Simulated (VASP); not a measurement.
Computed with LDA (Ceperley-Alder, Perdew-Zunger), VASP's LDA PAW potentials (set 64) (plane waves; VASP).

The input files of a VASP run:

**KPOINTS**
```
kpoints
0
Gamma
16 16 16
```

### INCAR
```
LCHARG = .FALSE.
PREC = Accurate
LASPH = .TRUE.   # aspherical one-centre terms
LREAL = .FALSE.   # projection in real space or not
ALGO = Normal   # blocked Davidson
SIGMA = 0.1
ISIF = 2   # forces and stress, cell fixed
LWAVE = .FALSE.
NELM = 100   # most electronic steps
ENCUT = 520   # plane-wave cut-off (eV)
EDIFF = 1E-7   # SCF stop (eV)
LMAXMIX = 4   # l cut-off of mixed one-centre charges
ISMEAR = 1
SYSTEM = Nb
```

### POSCAR
```
Nb
1
   -1.6391611319     1.6391611319     1.6391611319
    1.6391611319    -1.6391611319     1.6391611319
    1.6391611319     1.6391611319    -1.6391611319
Nb
1
Direct
  0.0000000000   0.0000000000   0.0000000000
```

POTCAR, in this order: Nb_sv (LDA.64 set). Program: vasp_std.

Q: Predict the energy per atom (σ→0), pressure, band gap (on the k-mesh).

A: 
```
Property                                                    Result
------------------------  ----------------------------------------
energy per atom (σ→0)                              -11250 meV/atom
band gap (on the k-mesh)  none (metal, semimetal or under 0.01 eV)
pressure                                                 -5.60 GPa
```

OSZICAR:
```
...
DAV:   6    -0.112965160468E+02    0.39647E+00   -0.77355E-01  4524   0.120E+01    0.258E+00
DAV:   7    -0.112476585000E+02    0.48858E-01   -0.21408E-01  4584   0.615E+00    0.872E-01
DAV:   8    -0.112504471212E+02   -0.27886E-02   -0.11433E-02  3414   0.156E+00    0.312E-02
DAV:   9    -0.112505072305E+02   -0.60109E-04   -0.79614E-04  5186   0.356E-01    0.321E-02
DAV:  10    -0.112505151001E+02   -0.78697E-05   -0.16013E-05  3572   0.470E-02    0.190E-02
DAV:  11    -0.112505137189E+02    0.13813E-05   -0.94284E-06  3624   0.622E-02    0.338E-03
DAV:  12    -0.112505137472E+02   -0.28343E-07   -0.43528E-07  3736   0.613E-03
   1 F= -.11250514E+02 E0= -.11250476E+02  d E =-.113612E-03
```

The compound is Nb in the bcc structure. This cell is one point of a volume scan, at 1.03 of the reference volume.
